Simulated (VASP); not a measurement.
These are PBEsol GGA, VASP's PBE PAW potentials (set 64) (plane waves; VASP 6.6.1) values and carry that method's errors.

The input files of a VASP run:

**POSCAR**
```
BaTiO3
1
    2.8293747199     1.6335404610     2.3206194858
   -2.8293747199     1.6335404610     2.3206194858
   -0.0000000000    -3.2670809221     2.3206194858
Ba Ti O
1 1 3
Direct
  0.0006625252   0.0006625252   0.0006625252
  0.5127411716   0.5127411716   0.5127411716
  0.4882675106   0.9811512820   0.4882675106
  0.4882675106   0.4882675106   0.9811512820
  0.9811512820   0.4882675106   0.4882675106
```

KPOINTS:
```
Regular mesh
0
G
7 7 7
0 0 0
```

**INCAR**
```
# general
SYSTEM   =  BaTiO3
PREC     =  Accurate
ENCUT    =  520
LREAL    =  .False.
LASPH    =  .True.
NBANDS   =  72

# electronic loop
EDIFF    =  1E-7
NELM     =  100
ALGO     =  Normal
LMAXMIX  =  4

# smearing
ISMEAR   =  0
SIGMA    =  0.01

# functional
GGA      =  PS

# output
LWAVE    =  .False.
LCHARG   =  .False.
NEDOS    =  1001

# other
LOPTICS  =  .True.
CSHIFT   =  0.1
```

POTCAR, in this order: Ba_sv Ti_sv O (PBE.64 set). Program: vasp_std.

The dielectric response may not be converged in the k-mesh; for small gaps it tends to come out too large.

**Question.** Estimate the energy per atom (σ→0).

**Answer.** 
| Property | Value |
|---|---|
| energy per atom (σ→0) | -8.402 eV/atom |

**OSZICAR**
```
...
DAV:  12    -0.420086788646E+02   -0.10162E-04   -0.34884E-04  7112   0.677E-02    0.846E-02
DAV:  13    -0.420086954754E+02   -0.16611E-04   -0.70801E-05  7392   0.432E-02    0.231E-02
DAV:  14    -0.420086893883E+02    0.60871E-05   -0.12008E-05  7944   0.175E-02    0.608E-03
DAV:  15    -0.420086892384E+02    0.14984E-06   -0.15262E-06  8256   0.464E-03    0.445E-03
DAV:  16    -0.420086891365E+02    0.10197E-06   -0.86892E-08  6200   0.118E-03    0.185E-03
DAV:  17    -0.420086891209E+02    0.15607E-07   -0.21506E-08  4168   0.767E-04
   1 F= -.42008689E+02 E0= -.42008689E+02  d E =-.414556E-28
 imaginary and real dielectric function
```

The structure comes from a computed database's BaTiO3 entry (R3m); how it stands against other phases isn't given here. It was relaxed first.
